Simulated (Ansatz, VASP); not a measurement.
# RbRe: VASP beside Ansatz

File INCAR:

```
  PREC = Accurate
  ENCUT = 520
  EDIFF = 1E-6
  ISMEAR = 0
  SIGMA = 0.1
  LREAL = False
  LASPH = True
  NELM = 80
  ALGO = Normal
  ISIF = 2
  LWAVE = False
  LCHARG = False
  GGA = PE
  NBANDS = 15
```

Contents of KPOINTS:

```
regular mesh
0
Gamma
  4 4 4
```

POSCAR

```
RbRe
1.0
    4.6464760400      0.0000000000      0.0000000000
    0.0000000000      4.6464760400      0.0000000000
    0.0000000000      0.0000000000      4.6464760400
Rb Re
1 1
Direct
    0.5000000000      0.5000000000      0.5000000000
    0.0000000000      0.0000000000      0.0000000000
```

Input for Ansatz:

```yaml
crystal:
  lattice:
    - [4.64647604, 0.0, 0.0]
    - [0.0, 4.64647604, 0.0]
    - [0.0, 0.0, 4.64647604]
  atoms:
    - { symbol: Rb, position: [0.5, 0.5, 0.5] }
    - { symbol: Re, position: [0.0, 0.0, 0.0] }
basis:
  ecutwfc: 420
kpoints:
  mp_grid: { grid: [4, 4, 4] }
hamiltonian:
  xc: pbe
scf:
  occupations: { method: gaussian, width: 0.1 }
  lower_state_search: "off"
output:
  forces: true
  stress: true
  eigenvalues: true
```

Alike in both runs: task single point; functional PBE; k mesh 4 × 4 × 4; occupations gaussian, width 0.1 eV; no spin polarisation.

|  | VASP | Ansatz |
| --- | --- | --- |
| version | VASP 6.6.1 | Ansatz 0.2.0 |
| potentials or method | VASP PAW PBE potentials, release 64 (Rb_sv, Re) | scalar-relativistic, plane waves, PAW |
| plane-wave cutoff (eV) | 520 | 420 |
| valence electrons in the cell | 16 | 24 |

```tsv
	VASP	Ansatz	Ansatz less VASP
gap on the k mesh at the Fermi level (eV)	none	none	-
pressure (GPa)	-4.0	-4.0	0.00
```

A gap of «none» marks a metal or a gap that the smearing closes. The two sets of potentials don't hold the same shells in valence.

Spin-orbit coupling is left out, which matters for the levels of Re.
